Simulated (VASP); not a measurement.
An input for Ansatz (written as the equivalent of a VASP run, and not itself run):

Ansatz 0.2 input:
```yaml
crystal:
  lattice:
    - [0.0000000, 2.6810538, 2.6810538]
    - [2.6810538, 0.0000000, 2.6810538]
    - [2.6810538, 2.6810538, 0.0000000]
  atoms:
    - { symbol: Ce, position: [0.0000000, 0.0000000, 0.0000000] }
    - { symbol: O, position: [0.2500000, 0.2500000, 0.2500000] }
    - { symbol: O, position: [0.7500000, 0.7500000, 0.7500000] }
kpoints:
  mp_grid: { grid: [7, 7, 7] }
hamiltonian:
  xc: lda
  pseudopotentials: { kind: paw }
scf:
  occupations: { method: gaussian, width: 0.05 }
  max_iter: 100
relax:
  max_steps: 40
  f_tol: 0.02
  cell: {}
output: { forces: true, stress: true, eigenvalues: true }
```

### Question
Write the VASP files for the same calculation (LDA).

### Answer
Several could match; the one computed here: 
### KPOINTS
```
Automatic mesh
0
Gamma
7 7 7
0 0 0
```

**INCAR**
```
SYSTEM=CeO2
NELM=100
LMAXMIX=6
ALGO=Normal   # blocked Davidson
LREAL=.FALSE.
ISMEAR=0   # Gaussian
PREC=Accurate
LCHARG=.FALSE.
IBRION=2   # conjugate gradients
LWAVE=.FALSE.
EDIFFG=-0.02
NSW=40   # most ionic steps
LASPH=.TRUE.   # aspherical one-centre terms
EDIFF=1E-6   # SCF stop (eV)
SIGMA=0.05   # width (eV)
ENCUT=620   # plane-wave cut-off (eV)
ISIF=3   # ions, shape and volume
```

File POSCAR:
```
CeO2
1
    0.0000000000     2.6810538448     2.6810538448
    2.6810538448     0.0000000000     2.6810538448
    2.6810538448     2.6810538448     0.0000000000
Ce O
1 2
Direct
  0.0000000000   0.0000000000   0.0000000000
  0.2500000000   0.2500000000   0.2500000000
  0.7500000000   0.7500000000   0.7500000000
```

POTCAR, in this order: Ce O (LDA.64 set). Program: vasp_std.

Limits of the translation: each code has its own PAW files, so the cut-off isn't converted (ENCUT is set for VASP's; basis.ecutwfc is left out, and Ansatz then takes the one that its files recommend); Ansatz stops its SCF on the density residual and VASP on the energy change (EDIFF); Ansatz's lda is the Perdew-Wang form, while the LDA potentials of VASP carry Perdew-Zunger's.

The compound is CeO2 in the fluorite structure. It was relaxed first.
